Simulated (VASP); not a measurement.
```
CELL_PARAMETERS angstrom
      3.68018     0.00000     0.00000
     -1.84009     3.18713     0.00000
      0.00000     0.00000    18.93018
ATOMIC_POSITIONS crystal
  S  0.66667 0.33333 0.42306
  S  0.33333 0.66667 0.57694
  Zr 0.00000 0.00000 0.50000
```

Level of theory: optB88-vdW, VASP's PBE PAW potentials (set 64) (plane waves; VASP). Run with PREC = Normal, EDIFF = 1E-5, 400 eV cut-off, 12×12×1 Γ-centred mesh, Gaussian smearing of 0.050 eV, potentials S Zr_sv.

Task: Predict the energy per atom (σ→0), band gap (on the k-mesh) with the smallest direct gap where there is one.

Result: 
```json
{
 "band gap (on the k-mesh)": "1.18 eV",
 "smallest direct gap (on the k-mesh)": "1.68 eV",
 "energy per atom (σ→0)": "-5.189 eV/atom"
}
```

The absolute energy has meaning only against runs of the same code, potentials and settings.

The cell is a sheet with vacuum, built from ZrS2 (1T layered).
